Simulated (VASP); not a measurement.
OSZICAR of a VASP run on Ag (fcc):

File OSZICAR:
```
       N       E                     dE             d eps       ncg     rms          rms(c)
DAV:   1     0.449316672853E+02    0.44932E+02   -0.57835E+03  1560   0.110E+03
DAV:   2    -0.211637144192E+01   -0.47048E+02   -0.44822E+02  1549   0.204E+02
DAV:   3    -0.248631118004E+01   -0.36994E+00   -0.36986E+00  1794   0.225E+01
DAV:   4    -0.248713534237E+01   -0.82416E-03   -0.82415E-03  1765   0.101E+00
DAV:   5    -0.248714154810E+01   -0.62057E-05   -0.62058E-05  1703   0.791E-02    0.415E+00
DAV:   6    -0.229902129125E+01    0.18812E+00   -0.92465E-01  1553   0.104E+01    0.290E+00
DAV:   7    -0.229464129466E+01    0.43800E-02   -0.68814E-03  1623   0.954E-01    0.167E+00
DAV:   8    -0.229311322480E+01    0.15281E-02   -0.93587E-04  1567   0.341E-01    0.602E-02
DAV:   9    -0.229312504180E+01   -0.11817E-04   -0.86198E-06  1770   0.294E-02    0.164E-02
DAV:  10    -0.229313499234E+01   -0.99505E-05   -0.69571E-06  1612   0.344E-02    0.487E-03
DAV:  11    -0.229313461693E+01    0.37541E-06   -0.48803E-08   830   0.243E-03
   1 F= -.22931346E+01 E0= -.22929080E+01  d E =-.229313E+01
       N       E                     dE             d eps       ncg     rms          rms(c)
DAV:   1    -0.229390545373E+01   -0.77046E-03   -0.13658E-02  1537   0.143E+00    0.185E-01
DAV:   2    -0.229316035962E+01    0.74509E-03   -0.34928E-03  1532   0.637E-01    0.558E-02
DAV:   3    -0.229314976012E+01    0.10600E-04   -0.23157E-05  1527   0.481E-02    0.370E-02
DAV:   4    -0.229314901865E+01    0.74147E-06   -0.57417E-06  1600   0.226E-02
   2 F= -.22931490E+01 E0= -.22929230E+01  d E =-.144017E-04
```

Which electronic solver shows in the log?

It is blocked Davidson (ALGO = Normal, or the opening steps of other solvers). The INCAR had ALGO = Normal.

Can the final energy be trusted as converged?

The run converged. It stopped with EDIFF = 1E-6, NELM = 100, NSW = 60 and EDIFFG = -0.01 after 2 ionic steps (revPBE GGA, plane waves, VASP's PBE PAW potentials (set 64)).

The compound is Ag in the fcc structure. This run relaxes it. Symmetry was kept, so distortions that lower it aren't found. The start is the result of an earlier pass.
